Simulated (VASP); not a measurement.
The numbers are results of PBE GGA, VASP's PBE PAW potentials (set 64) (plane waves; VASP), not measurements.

VASP input:

**INCAR**
```
SYSTEM = Al
PREC = Accurate; ENCUT = 400; LREAL = .FALSE.
LASPH = .TRUE.
EDIFF = 1E-6; NELM = 100; ALGO = Normal
ISMEAR = 1; SIGMA = 0.1
GGA = PE
ISIF = 2
LWAVE = .FALSE.; LCHARG = .FALSE.
```

File KPOINTS:
```
Automatic mesh
0
Monkhorst-Pack
16 16 16
0 0 0
```

**POSCAR**
```
Al
1
    0.0000000000     2.0655000000     2.0655000000
    2.0655000000     0.0000000000     2.0655000000
    2.0655000000     2.0655000000     0.0000000000
Al
1
Direct
  0.0000000000   0.0000000000   0.0000000000
```

POTCAR, in this order: Al (PBE.64 set). Program: vasp_std.

Gaps are read on the run's mesh, which can miss a band edge.

**Question.** Predict the energy per atom (σ→0), pressure, band gap (on the k-mesh).

**Answer.** 
| Property | Value |
|---|---|
| energy per atom (σ→0) | -3.729 eV/atom |
| band gap (on the k-mesh) | none (metal, semimetal or under 0.01 eV) |
| pressure | -4.46 GPa |

File OSZICAR:
```
...
DAV:   4    -0.375014958725E+01   -0.30888E-04   -0.30889E-04  5565   0.128E-01
DAV:   5    -0.375014977558E+01   -0.18833E-06   -0.18864E-06  5340   0.796E-03    0.120E+00
DAV:   6    -0.373770719573E+01    0.12443E-01   -0.19626E-03  4810   0.331E-01    0.699E-01
DAV:   7    -0.372861919513E+01    0.90880E-02   -0.58526E-03  4710   0.534E-01    0.136E-01
DAV:   8    -0.372861380012E+01    0.53950E-05   -0.26949E-05  5025   0.542E-02    0.844E-03
DAV:   9    -0.372861252267E+01    0.12775E-05   -0.11281E-06  4905   0.689E-03    0.128E-03
DAV:  10    -0.372861204749E+01    0.47518E-06   -0.74596E-09  2690   0.876E-04
   1 F= -.37286120E+01 E0= -.37285872E+01  d E =-.744945E-04
```

The compound is Al in the fcc structure. The cell was not relaxed at this level. The run is one of a series of settings (KPOINTS 16×16×16 Monkhorst-Pack mesh against the base run), some of them coarse on purpose.
